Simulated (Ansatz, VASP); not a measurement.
**Tl (Thallium): VASP beside Ansatz**

One calculation is typed for both programs; each brings its own data sets and cutoff. How far apart do they land?

Method: plane waves, with VASP 6.6.1 beside it; single point at r2SCAN, in Ansatz 0.2.0.

**1. The structure**

It takes space group P6_3/mmc (No. 194, hexagonal). Conventional cell: a = 3.456 Å, b = 3.456 Å, c = 5.525 Å, α = 90.00°, β = 90.00°, γ = 120.00°. Nearest to Tl lie 12 Tl at 3.41 to 3.46 Å.

**2. VASP: single point, r2SCAN**

With cell and atoms fixed, the geometry can't cause a difference; cores, projectors, grids and the points listed under the comparison can.

Lines of VASP's logs that name or quote its potential files are left out, and so is its time.

The input, INCAR:

```
SYSTEM = Tl
PREC = Accurate
ENCUT = 400
EDIFF = 1E-06
NELM = 100
ISMEAR = -1
SIGMA = 0.05
LREAL = .FALSE.
ALGO = Normal
METAGGA = R2SCAN
LASPH = .TRUE.
NBANDS = 9
LORBIT = 11
LWAVE = .FALSE.
LCHARG = .FALSE.
KPAR = 2
ISIF = 2
```

The input, POSCAR:

```
Tl
1.0
    3.4560000000      0.0000000000      0.0000000000
   -1.7280000000      2.9929837955      0.0000000000
    0.0000000000      0.0000000000      5.5250000000
Tl
2
Direct
    0.3333333333      0.6666666667      0.2500000000
    0.6666666667      0.3333333333      0.7500000000
```

The input, KPOINTS:

```
Automatic mesh
0
Gamma
7 7 4
0 0 0
```

The projector-augmented-wave data sets are Tl (PBE family, release 64).

Launch:

```sh
$ mpirun -np 2 vasp_std
```

Numbers of over 12 decimals in the logs are rounded to 6 here.

The log of the run:

```text
[banner, memory and clock lines left out]
running    2 mpi-ranks, on    1 nodes
 distrk:  each k-point on    1 cores,    2 groups
 distr:  one band on    1 cores,    1 groups

 POSCAR found type information on POSCAR Tl
 POSCAR found :  1 types and       2 ions
|                                                                             |
|               ----> ADVICE to this user running VASP <----                  |
|                                                                             |
|     You enforced a specific xc type in the INCAR file but a different       |
|     [... a line on the potential file left out ...]
|     I HOPE YOU KNOW WHAT YOU ARE DOING!                                     |
|                                                                             |

 LDA part: xc-table for (None), standard interpolation
 POSCAR, INCAR and KPOINTS ok, starting setup
 FFT: planning ... GRIDC
 FFT: planning ... GRID_SOFT
 FFT: planning ... GRID
 WAVECAR not read
 entering main loop
       N       E                     dE             d eps       ncg     rms          rms(c)
DAV:   1    -0.814978258868E+02   -0.81498E+02   -0.16233E+03   432   0.411E+02
DAV:   2    -0.104888216053E+03   -0.23390E+02   -0.22920E+02   617   0.705E+01
DAV:   3    -0.105915501783E+03   -0.10273E+01   -0.10208E+01   593   0.171E+01
DAV:   4    -0.105927550892E+03   -0.12049E-01   -0.12048E-01   495   0.209E+00
DAV:   5    -0.105927753687E+03   -0.20279E-03   -0.20279E-03   544   0.254E-01    0.502E-01
DAV:   6    -0.106381371529E+03   -0.45362E+00   -0.10744E-01   451   0.197E+00    0.268E-01
DAV:   7    -0.106377873026E+03    0.34985E-02   -0.12467E-02   490   0.621E-01    0.817E-02
DAV:   8    -0.106378073955E+03   -0.20093E-03   -0.51039E-04   483   0.136E-01    0.364E-02
DAV:   9    -0.106378143388E+03   -0.69433E-04   -0.63591E-05   460   0.442E-02    0.779E-03
DAV:  10    -0.106378133609E+03    0.97791E-05   -0.15438E-06   498   0.738E-03    0.175E-03
DAV:  11    -0.106378132557E+03    0.10525E-05   -0.40501E-07   235   0.392E-03    0.108E-03
DAV:  12    -0.106378132969E+03   -0.41280E-06   -0.71852E-08   233   0.178E-03
   1 F= -.10637813E+03 E0= -.10637079E+03  d E =-.146778E-01
```

From OUTCAR (step 2):

```text
ion  position               nearest neighbor table
   1  0.333  0.667  0.250-   2 3.41   2 3.41   2 3.41   2 3.41   2 3.41   2 3.41
   2  0.667  0.333  0.750-   1 3.41   1 3.41   1 3.41   1 3.41   1 3.41   1 3.41

  LATTYP: Found a hexagonal cell.
 ALAT       =     3.4560000000
 C/A-ratio  =     1.5986689815

 Subroutine GETGRP returns: Found 24 space group operations
 (whereof 12 operations were pure point group operations)

The static configuration has the point symmetry D_3d.
 The point group associated with its full space group is D_6h.

 Found     24 irreducible k-points:

   k-points           NKPTS =     24   k-points in BZ     NKDIM =     24   number of bands    NBANDS=      9

   dimension x,y,z NGX =    24 NGY =   24 NGZ =   36
   dimension x,y,z NGXF=    48 NGYF=   48 NGZF=   72

   ENCUT  =  400.0 eV  29.40 Ry    5.42 a.u.   5.64  5.64  9.01*2*pi/ulx,y,z

   NELECT =       6.0000    total number of electrons

 k-points in reciprocal lattice and weights: Automatic mesh
   0.00000000  0.00000000  0.00000000       0.005
   0.14285714  0.00000000  0.00000000       0.031
   0.28571429  0.00000000  0.00000000       0.031
   0.42857143  0.00000000  0.00000000       0.031
   0.14285714  0.14285714  0.00000000       0.031
   0.28571429  0.14285714  0.00000000       0.061
   0.42857143  0.14285714  0.00000000       0.031
   0.28571429  0.28571429  0.00000000       0.031
   0.00000000  0.00000000  0.25000000       0.010
[...]
0.42857143  0.14285714  0.50000000       0.031
   0.28571429  0.28571429  0.50000000       0.031

 average (electrostatic) potential at core
       1 -45.0790       2 -45.0790

 E-fermi :   4.6142

 k-point     1 :       0.0000    0.0000    0.0000
  band No.  band energies     occupation
      1      -5.8983      2.00000
      2      -0.9799      2.00000
      3       1.6510      2.00000
      4      12.6367      0.00000
      5      12.6367      0.00000
      6      14.0633      0.00000
      7      14.0633      0.00000
      8      14.3554      0.00000
    ...

 k-point     2 :       0.1429    0.0000    0.0000
  band No.  band energies     occupation
      1      -5.5029      2.00000
      2      -0.6820      2.00000
      3       2.1519      2.00000
      4       9.5007      0.00000
      5      11.2862      0.00000
      6      12.5412      0.00000
      7      14.0273      0.00000
      8      14.2817      0.00000
    ...

 k-point     3 :       0.2857    0.0000    0.0000
  band No.  band energies     occupation
      1      -4.3080      2.00000
      2       0.1463      2.00000
      3       3.5562      2.00000
      4       5.5469      0.00000
      5       9.3038      0.00000
      6       9.6761      0.00000
      7      11.6544      0.00000
      8      12.5814      0.00000
    ...

  Total        0.3258010      0.3258010      0.7858413     -0.0000000      0.0000000      0.0000000
  in kB        9.1338229      9.1338229     22.0310438     -0.0000000      0.0000000      0.0000000
  external PRESSURE =      13.4328966 kB  Pullay stress =       0.0000000 kB

  energy-cutoff  :      400.00
  volume of cell :       57.15
      direct lattice vectors                 reciprocal lattice vectors
     3.456000000  0.000000000  0.000000000     0.289351852  0.167057370  0.000000000
    -1.728000000  2.992983795  0.000000000     0.000000000  0.334114739  0.000000000
     0.000000000  0.000000000  5.525000000     0.000000000  0.000000000  0.180995475

 POSITION                                       TOTAL-FORCE (eV/Angst)
 -----------------------------------------------------------------------------------
     -0.00000      1.99532      1.38125         0.000000      0.000000      0.000000
      1.72800      0.99766      4.14375        -0.000000      0.000000      0.000000
 -----------------------------------------------------------------------------------
    total drift:                               -0.000000      0.000000     -0.000000

  FREE ENERGIE OF THE ION-ELECTRON SYSTEM (eV)
  ---------------------------------------------------
  free  energy   TOTEN  =      -106.3781329693 eV

  energy  without entropy=     -106.3634551355  energy(sigma->0) =     -106.37079405

 total charge
# of ion       s       p       d       tot
------------------------------------------
    1        1.621   0.715   0.073   2.409
    2        1.621   0.715   0.073   2.409
--------------------------------------------------
tot          3.242   1.430   0.146   4.818

[... 3 further parts left out ...]
```

The data set Tl keeps the semicore shell frozen, which is cheaper and a little less accurate.

**3. Ansatz: single point, r2SCAN**

Ansatz runs on its default PAW (the set named soft_2) files.

The same cell, functional, mesh and smearing now go to Ansatz, which takes its cutoff from its data sets.

The input, input.yaml:

```yaml
crystal:
  lattice:
    - [3.456, 0.0, 0.0]
    - [-1.728, 2.9929837955, 0.0]
    - [0.0, 0.0, 5.525]
  atoms:
    - { symbol: Tl, position: [0.3333333333, 0.6666666667, 0.25] }
    - { symbol: Tl, position: [0.6666666667, 0.3333333333, 0.75] }
hamiltonian:
  xc: r2scan
  pseudopotentials: { kind: paw }
kpoints:
  mp_grid: { grid: [7, 7, 4] }
scf:
  occupations: { method: fermi_dirac, width: 0.05 }
  n_extra_bands: 4
output:
  forces: true
  stress: true
  eigenvalues: true
  write_density: true
  write_potential: true
  elf: true
  volumetric_format: npy
```

Launch:

```sh
$ ansatz run input.yaml --threads 2 --pin off --max-ram 4608MiB --backend cpu --events-out ev --progress --plain --runs-dir out
```

The log of the run:

```text
scf.n_extra_bands = 4 over 13 filled bands (N_el = 26.0): the run solves 17 bands
Engine: ansatz 0.2.0, x86_64-unknown-linux-gnu
Pseudopotentials: kind: paw
Pseudopotential: Tl, paw, valence charge 13, recommended cutoff 500 eV (meta_gga), Tl.paw.azcp
Functional definition: r2SCAN
  parameter k0 = 0.174
  parameter k1 = 0.065
  parameter a1 = 4.9479
  exchange = r2scan_x(k0 = k0, k1 = k1, a1 = a1)
  correlation = r2scan_c
Crystal: 2 atoms, lattice volume = 57.149 Å³
Basis set: ecut = 500 eV, 1461 PW (Γ), exchange–correlation on 108×108×180 points (64 copies of the dense FFT grid, shifted against one another)
Bands: 17, of which v1, the nominal top of the filled ones, is band 13 counted from 1 (12 counted from 0)
Symmetry: 24 space group operations
Space group: P63/mmc (ITA 194), of the structure as read, at distance tolerance 3.9e-5 Å
k-points: 24 of 196
Non-local potential: Tl, projectors of the file, l = 0: 2, l = 1: 2, l = 2: 2, l = 3: 1
PAW form: soft (Blöchl's): semilocal exchange-correlation on the pseudo side does not see the compensation charge
PAW frozen core: Tl, regenerated for the run's functional (the file was generated under x = pbe(κ = 0.804, μ = 0.219515), c = pbe(β = 0.066725))
PAW one-centre angular grid: Tl, 590 points (default); XC on 160 Gauss nodes
Initial density: superposition of atomic densities (neutral atoms: chi_scale 0, normalization atom), corrected by the library's trained network
Initial wavefunctions: pseudopotential atomic-orbital guess
Functional: x = r2scan, c = r2scan; τ floored in thin density (d = 2e-4 eV/Å³)
SCF iter   1: F=—  HF=-22917.093806 eV  |F-HF|=—  |Δ(HF+E_count)|=         —  Δρ=8.44e-3  dr2=3.52e-2  dr2_τ=1.27e-2  ethr=1.77e-3  ⟨swp⟩=6.1  Hψ=2179  notcnv=0
preconditioner: auto → Resta (q_TF=auto, 2.393 Å⁻¹)  ε∞=4.0  [insulator: Δε(μ)=0.167 eV  Ē_g=14.568 eV  σ=0.050 eV  W_gap=0.54  n_scr=22 (ndim 8)  ℏωp=25.0 eV  f_vac=0.000  D(μ)=1.94/eV (n_scr^D=22)  ε∞_Penn≈4.0]
SCF iter   2: F=—  HF=-22917.086939 eV  |F-HF|=—  |Δ(HF+E_count)|=   6.87e-3  Δρ=2.84e-3  dr2=4.55e-3  dr2_τ=6.40e-4  ethr=1.35e-4  ⟨swp⟩=2.5  Hψ=949  notcnv=0  defer=4
SCF iter   3: F=—  HF=-22917.086464 eV  |F-HF|=—  |Δ(HF+E_count)|=   4.76e-4  Δρ=5.46e-4  dr2=2.26e-4  dr2_τ=5.63e-6  ethr=1.75e-5  ⟨swp⟩=2.0  Hψ=717  notcnv=0  defer=4
SCF iter   4: F=—  HF=-22917.086693 eV  |F-HF|=—  |Δ(HF+E_count)|=   2.29e-4  Δρ=1.20e-4  dr2=1.09e-5  dr2_τ=1.63e-7  ethr=8.68e-7  ⟨swp⟩=2.4  Hψ=699  notcnv=0  defer=4
SCF iter   5: F=—  HF=-22917.086720 eV  |F-HF|=—  |Δ(HF+E_count)|=   2.70e-5  Δρ=2.25e-5  dr2=1.53e-7  dr2_τ=2.73e-8  ethr=4.20e-8  ⟨swp⟩=2.0  Hψ=714  notcnv=0  defer=4
SCF iter   6: F=-22917.086720 eV  HF=-22917.086720 eV  |F-HF|=3.50e-8  |Δ(HF+E_count)|=   5.23e-7  Δρ=8.60e-6  dr2=3.47e-8  dr2_τ=1.84e-9  ethr=3.85e-10  ⟨swp⟩=9.7  Hψ=2862  notcnv=0
SCF 1 converged in 6 iterations: F = -22917.086720 eV  dr2 = 3.47e-8
  greatest PAW one-centre occupation: 0.960 electrons in one spin orbital (limit 2), on the Tl atom at site 1 (counted from 0), in its partial waves of l = 2
SCF converged after 6 iterations
Free energy (F): -22917.086720 eV
Harris-Foulkes:  -22917.086720 eV  (|F-HF|=3.50e-8)
Internal energy: -22917.071946 eV  (E = F + TS)
E sigma→0 (E₀):  -22917.079333 eV
Entropy (-TS):   -0.014775 eV (-7.387 meV/atom)
Fermi energy:    10.435571 eV
--- Per-component energies (eV) ---
  E_band       = 2.386941
  E_kinetic    = 669.518431
  E_local      = -1753.962714  (includes V_loc(G=0)·N_el)
  E_nonlocal   = 634.638527
  E_hartree    = 650.500917
  E_xc         = -437.540204
  E_vxc        = -313.812848  (∫ρ·V_xc dr)
  E_paw        = -20383.496294  (= ΣΔE_a)
  E_vpaw       = -559.081342  (= ΣTr[D̂ρ^β])
  E_aug_tail   = 0.000034  (compensation charges beyond the density's cutoff)
  E_vtau       = 24.089379  (kinetic-family band-sum trace: ∫τ·v_τ [+ j·A + Jᵃ·Aᵃ] dr)
  E_ewald      = -2298.810164
  E_core_change = 2.079522  (= ΣΔE_core)
  E_smearing   = -0.014775  (= −TS)
  E_closure    = 0.000000  (closes the sum)
  Σ components = -22917.086720   (vs F -22917.086720, Δ=0.00e0)
--- Forces (eV/Å), atoms counted from 1 ---
  atom   1  Tl     0.00000000     0.00000000     0.00000000
  atom   2  Tl     0.00000000    -0.00000000     0.00000000
  max |Σ_I F_I| component: 0.00e0 eV/Å
--- Stress (GPa, compression-positive) ---
        1.530916      -0.000000       0.000000
        0.000000       1.530916       0.000000
        0.000000       0.000000       2.878613
  P = ⅓ Tr σ = 1.9801 GPa (19.801 kbar)
--- Band table (eV; the first three rows and the last of 24) ---
  k-point 0: bands = [... 9 lower, -1.3225, -0.0692, 5.0012, 7.4992, 18.6134, 18.6134, 20.7787, 20.7787]
  k-point 1: bands = [... 9 lower, -1.3462, 0.2915, 3.2719, 9.9338, 18.3463, 18.8926, 18.8926, 20.4396]
  k-point 2: bands = [... 9 lower, -1.4320, 1.4173, 1.4173, 13.8823, 13.8823, 19.6281, 19.6281, 19.6281]
  k-point 23: bands = [... 9 lower, -1.2931, 5.6820, 5.6820, 9.4872, 9.4872, 11.4071, 11.4071, 17.9354]
```

Elapsed: 2.6 s, on 2 threads of Intel Xeon Platinum 8559C (Emerald Rapids), shared host; peak memory 0.5 GiB; 2.8 s of CPU time.

Reading the cycles: dr2 is the Hartree energy of the density residual (eV), the measure of convergence; HF is the Harris–Foulkes estimate of the energy, which meets the free energy F at convergence.

The run ends at a pressure of 1.98 GPa.

**4. Comparison**

Known differences besides the potentials themselves: VASP keeps PBE cores, Ansatz makes them for the functional; the data sets hold 26 valence electrons in Ansatz (default PAW (the set named soft_2) files) and 6 in VASP; the cutoff is 500 eV in Ansatz and 400 eV in VASP. Total energies have different zeros and are not compared.

The two programs side by side:

| quantity | Ansatz | VASP | difference |
| --- | --- | --- | --- |
| pressure (GPa) | 1.98 | 1.34 | +0.64 |

**5. Outcome**

```
difference in pressure (single point, r2SCAN) : 0.64 GPa
```

The difference in pressure is 0.64 GPa (single point, r2SCAN), within the 1 GPa picked in this series as the mark of a large difference. Such differences can come from data sets, numerical settings and the points named under the comparisons, not from the functional's error against experiment.

[Lines on the potential files, build, host, timing and source positions are cut from VASP's logs without a mark.]

[Logs are printed without paths, hosts, clocks, repeated set-up lines and the standing remarks that a program may print on its own settings, such as how far it seeks lower states.]

[Hosts, paths, dates, database ids (printed as entryN), source tags and the programs' standing remarks are cut or masked in the printed files.]
